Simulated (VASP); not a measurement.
Elastic constants (GPa) of a crystal from PBEsol GGA, VASP's PBE PAW potentials (set 64) (VASP):

```json
[
 {"": "xx", "xx": "138.9", "yy": "11.3", "zz": "11.3", "yz": "0.0", "xz": "0.0", "xy": "0.0"},
 {"": "yy", "xx": "11.3", "yy": "138.9", "zz": "11.3", "yz": "0.0", "xz": "0.0", "xy": "0.0"},
 {"": "zz", "xx": "11.3", "yy": "11.3", "zz": "138.9", "yz": "0.0", "xz": "0.0", "xy": "0.0"},
 {"": "yz", "xx": "0.0", "yy": "0.0", "zz": "0.0", "yz": "17.6", "xz": "0.0", "xy": "0.0"},
 {"": "xz", "xx": "0.0", "yy": "0.0", "zz": "0.0", "yz": "0.0", "xz": "17.6", "xy": "0.0"},
 {"": "xy", "xx": "0.0", "yy": "0.0", "zz": "0.0", "yz": "0.0", "xz": "0.0", "xy": "17.6"}
]
```

Question: Work out the Voigt, Reuss and Hill moduli, Young's modulus and Poisson's ratio.

Answer: All eigenvalues are positive (smallest 17.6 GPa), so the crystal is stable. K_V = (C11+C22+C33+2(C12+C13+C23))/9 = (416.7 + 2×33.9)/9 = 53.8 GPa; G_V = (416.7 − 33.9 + 3×52.8)/15 = 36.1 GPa. From the compliances, K_R = 53.8 GPa and G_R = 24.8 GPa. Hill: K = 53.8 GPa, G = 30.4 GPa, E = 9KG/(3K+G) = 76.8 GPa, ν = (3K−2G)/(2(3K+G)) = 0.262. K/G = 1.77, above Pugh's 1.75; universal anisotropy A^U = 2.28.

Question: With a density of 8.37 g/cm³, what are the mean sound speeds?

Answer: v_l = √((K+4G/3)/ρ) = 3.36 km/s and v_t = √(G/ρ) = 1.91 km/s. The crystal is PbSe (rock salt), cubic.

The compound is PbSe in the rock salt structure. It was relaxed first.
